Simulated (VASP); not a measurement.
Method: PBEsol GGA, VASP's PBE PAW potentials (set 64) (plane waves; VASP).

Input for VASP

File POSCAR:
```
AlN
1
    1.5445212896    -2.6751893409     0.0000000000
    1.5445212896     2.6751893409     0.0000000000
    0.0000000000     0.0000000000     4.9387451231
Al N
2 2
Direct
  0.6666670000   0.3333330000   0.4999119278
  0.3333330000   0.6666670000   0.9999119278
  0.6666670000   0.3333330000   0.8820880722
  0.3333330000   0.6666670000   0.3820880722
```

**KPOINTS**
```
kpoints
0
Gamma
8 8 5
```

### INCAR
```
ALGO = Normal
EDIFF = 1E-6
EDIFFG = -0.02
ENCUT = 620
GGA = PS
IBRION = 2
ISIF = 3
ISMEAR = 0
LASPH = .TRUE.
LCHARG = .FALSE.
LREAL = .FALSE.
LWAVE = .FALSE.
NELM = 100
NSW = 40
PREC = Accurate
PSTRESS = 100
SIGMA = 0.05
SYSTEM = AlN
```

POTCAR, in this order: Al N (PBE.64 set). Program: vasp_std.

The resulting files:

### OSZICAR
```
       N       E                     dE             d eps       ncg     rms          rms(c)
DAV:   1     0.601560793604E+02    0.60156E+02   -0.83836E+03   720   0.138E+03
DAV:   2    -0.312961326875E+02   -0.91452E+02   -0.84502E+02  1052   0.257E+02
DAV:   3    -0.358066751558E+02   -0.45105E+01   -0.44916E+01   948   0.616E+01
DAV:   4    -0.358466950920E+02   -0.40020E-01   -0.40004E-01   860   0.662E+00
DAV:   5    -0.358472497118E+02   -0.55462E-03   -0.55460E-03   920   0.786E-01    0.119E+01
DAV:   6    -0.313641948768E+02    0.44831E+01   -0.15365E+01   876   0.319E+01    0.426E+00
DAV:   7    -0.313360295372E+02    0.28165E-01   -0.62195E-01   808   0.672E+00    0.286E+00
DAV:   8    -0.313041735934E+02    0.31856E-01   -0.77337E-02   820   0.308E+00    0.451E-01
DAV:   9    -0.312998013931E+02    0.43722E-02   -0.16679E-02   924   0.100E+00    0.237E-01
DAV:  10    -0.313000996617E+02   -0.29827E-03   -0.13712E-03   860   0.316E-01    0.151E-01
DAV:  11    -0.313000173433E+02    0.82318E-04   -0.21957E-04   844   0.125E-01    0.294E-02
DAV:  12    -0.313000173469E+02   -0.36257E-08   -0.40938E-06   864   0.234E-02
   1 F= -.28752692E+02 E0= -.28752692E+02  d E =-.287527E+02
       N       E                     dE             d eps       ncg     rms          rms(c)
DAV:   1    -0.312722579493E+02    0.27759E-01   -0.19721E+00   792   0.140E+01    0.204E+00
DAV:   2    -0.311825593698E+02    0.89699E-01   -0.27118E-01   812   0.431E+00    0.524E-01
DAV:   3    -0.311811609462E+02    0.13984E-02   -0.16622E-02   884   0.127E+00    0.179E-01
DAV:   4    -0.311806974004E+02    0.46355E-03   -0.60688E-04   856   0.226E-01    0.102E-01
DAV:   5    -0.311805545384E+02    0.14286E-03   -0.11969E-04   788   0.102E-01    0.392E-02
DAV:   6    -0.311805534720E+02    0.10664E-05   -0.21772E-05   920   0.421E-02    0.816E-03
DAV:   7    -0.311805529352E+02    0.53681E-06   -0.11276E-06   444   0.971E-03
   2 F= -.28747262E+02 E0= -.28747262E+02  d E =0.542938E-02
       N       E                     dE             d eps       ncg     rms          rms(c)
DAV:   1    -0.312876015841E+02   -0.10705E+00   -0.57281E-01   804   0.740E+00    0.110E+00
DAV:   2    -0.312610053941E+02    0.26596E-01   -0.84507E-02   816   0.241E+00    0.268E-01
DAV:   3    -0.312606709547E+02    0.33444E-03   -0.45855E-03   884   0.662E-01    0.957E-02
DAV:   4    -0.312605224259E+02    0.14853E-03   -0.17983E-04   840   0.124E-01    0.517E-02
DAV:   5    -0.312604754786E+02    0.46947E-04   -0.33748E-05   816   0.529E-02    0.200E-02
DAV:   6    -0.312604738301E+02    0.16484E-05   -0.44396E-06   796   0.192E-02    0.525E-03
DAV:   7    -0.312604739975E+02   -0.16741E-06   -0.14984E-07   364   0.376E-03
   3 F= -.28765892E+02 E0= -.28765892E+02  d E =-.132006E-01
       N       E                     dE             d eps       ncg     rms          rms(c)
DAV:   1    -0.312594326681E+02    0.10412E-02   -0.16882E-04   816   0.127E-01    0.184E-02
DAV:   2    -0.312594252807E+02    0.73874E-05   -0.23909E-05   820   0.404E-02    0.425E-03
DAV:   3    -0.312594253234E+02   -0.42713E-07   -0.11823E-06   404   0.112E-02
   4 F= -.28765891E+02 E0= -.28765891E+02  d E =-.131993E-01
```

File OUTCAR:
```
------------------------ aborting loop because EDIFF is reached ----------------------------------------
  FORCE on cell =-STRESS in cart. coord.  units (eV):
  Direction    XX          YY          ZZ          XY          YZ          ZX
  --------------------------------------------------------------------------------------
  Total        2.5497295      2.5497294      2.4334704      0.0000000      0.0000000      0.0000000
  in kB      102.2536394    102.2536389     97.5912186      0.0000000      0.0000000      0.0000000
  external PRESSURE =       0.6994990 kB  Pullay stress =     100.0000000 kB
  volume of cell :       39.95
      direct lattice vectors                 reciprocal lattice vectors
     1.533621660 -2.656310629  0.000000000     0.326025651 -0.188230998  0.000000000
     1.533621660  2.656310629  0.000000000     0.326025651  0.188230998  0.000000000
     0.000000000  0.000000000  4.903416913     0.000000000  0.000000000  0.203939420
  FREE ENERGIE OF THE ION-ELECTRON SYSTEM (eV)
  ---------------------------------------------------
  free  energy   TOTEN  =       -31.2594253234 eV

  energy  without entropy=      -31.2594253234  energy(sigma->0) =      -31.25942532
  enthalpy is  TOTEN    =       -28.7658911317 eV   P V=        2.4935341917

 reached required accuracy - stopping structural energy minimisation
```
(Selected blocks of OUTCAR.)

CONTCAR:
```
AlN
   1.00000000000000
     1.5336216601439527   -2.6563106288525264    0.0000000000000000
     1.5336216601439527    2.6563106288525264    0.0000000000000000
     0.0000000000000000    0.0000000000000000    4.9034169130954757
  Al              N
     2     2
Direct
     0.6666669999999968    0.3333330000000032    0.4998545926885880
     0.3333330000000032    0.6666669999999968    0.9998545926885880
     0.6666669999999968    0.3333330000000032    0.8821454073114099
     0.3333330000000032    0.6666669999999968    0.3821454073114099
```

OUTCAR:
```
 val. band max:        6.5136172017   @ k =   0.0000   0.0000   0.0000

 cond. band min:      11.0281099520   @ k =   0.0000   0.0000   0.0000


 Fermi energy:         6.7159640253

 k-point     1 :       0.0000    0.0000    0.0000
  band No.  band energies     occupation
      1      -8.9431      2.00000
      2      -6.6100      2.00000
      3       0.2444      2.00000
      4       5.5979      2.00000
      5       5.5980      2.00000
      6       6.2659      2.00000
      7       6.2659      2.00000
      8       6.5136      2.00000
      9      11.0281      0.00000
     10      13.4460      0.00000
     11      17.3837      0.00000
     12      17.8446      0.00000

 k-point     2 :       0.1250   -0.0000    0.0000
  band No.  band energies     occupation
      1      -8.7329      2.00000
      2      -6.4918      2.00000
      3       0.4898      2.00000
      4       4.6983      2.00000
      5       5.3425      2.00000
      6       5.4406      2.00000
      7       6.2325      2.00000
      8       6.4189      2.00000
      9      11.8455      0.00000
     10      14.1789      0.00000
     11      16.4332      0.00000
     12      16.7500      0.00000

 k-point     3 :       0.2500   -0.0000    0.0000
  band No.  band energies     occupation
      1      -8.1440      2.00000
      2      -6.2120      2.00000
      3       1.1967      2.00000
      4       2.9088      2.00000
      5       3.9769      2.00000
      6       4.8585      2.00000
      7       6.0552      2.00000
      8       6.0689      2.00000
      9      12.9101      0.00000
     10      14.2152      0.00000
     11      14.7331      0.00000
     12      16.8356      0.00000

 k-point     4 :       0.3750    0.0000    0.0000
  band No.  band energies     occupation
      1      -7.3389      2.00000
      2      -6.0122      2.00000
      3       1.4014      2.00000
      4       2.2378      2.00000
      5       2.7190      2.00000
      6       4.4663      2.00000
...
```

Energy and stress use the plane-wave basis of the starting cell.

The compound is AlN in the wurtzite structure. This run relaxes it under an external pressure of 10 GPa. Symmetry was kept, so distortions that lower it aren't found.
